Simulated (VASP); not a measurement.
Consider the following.

```xyz
4
Lattice="0.0000 2.0371 2.0371 2.0371 0.0000 2.0371 7.5204 7.5204 0.6280" Properties=species:S:1:pos:R:3 pbc="T T T"
Pd     7.4569     7.4569     0.6915
Pd     3.9806     3.9806     4.1677
Al     3.7029     3.7029     0.3712
Al     7.7346     7.7346     4.4879
```

Computed with PBEsol GGA, VASP's PBE PAW potentials (set 64) (plane waves; VASP 6.6.1). Numerical set-up: 400 eV cut-off, Gaussian smearing of 0.050 eV, potentials Pd Al.

Give the energies of bands 3 to 16 at the high-symmetry points, in eV from the Fermi level.

```tsv
band	Γ	T	H2	L	S0	F
3	-6.55	-5.79	-4.55	-5.24	-4.65	-5.39
4	-5.20	-4.93	-4.47	-4.97	-4.43	-5.17
5	-3.54	-3.27	-4.17	-4.12	-4.21	-4.72
6	-3.18	-3.18	-4.10	-3.98	-4.07	-3.65
7	-3.18	-3.18	-3.92	-3.26	-3.93	-3.18
8	-3.17	-3.17	-3.02	-3.17	-3.00	-2.47
9	-3.17	-3.17	-2.48	-2.21	-2.48	-2.38
10	-2.19	-2.83	-2.15	-2.02	-2.16	-2.01
11	-2.19	-2.19	-1.50	-0.88	-1.48	-0.88
12	-1.73	-2.19	-1.41	-0.79	-1.42	-0.79
13	-1.73	-1.73	-0.69	-0.11	-0.72	-0.42
14	-1.12	-1.73	1.09	0.26	1.09	-0.26
15	2.32	4.29	2.01	0.98	2.06	1.70
16	10.66	7.74	2.73	3.53	2.68	3.52
```

It has no gap at this level: it comes out as a metal or semimetal.

The structure was generated: Al2Pd2 was put into an ordered model structure (R-3m), which need not be its known phase. It was relaxed first.
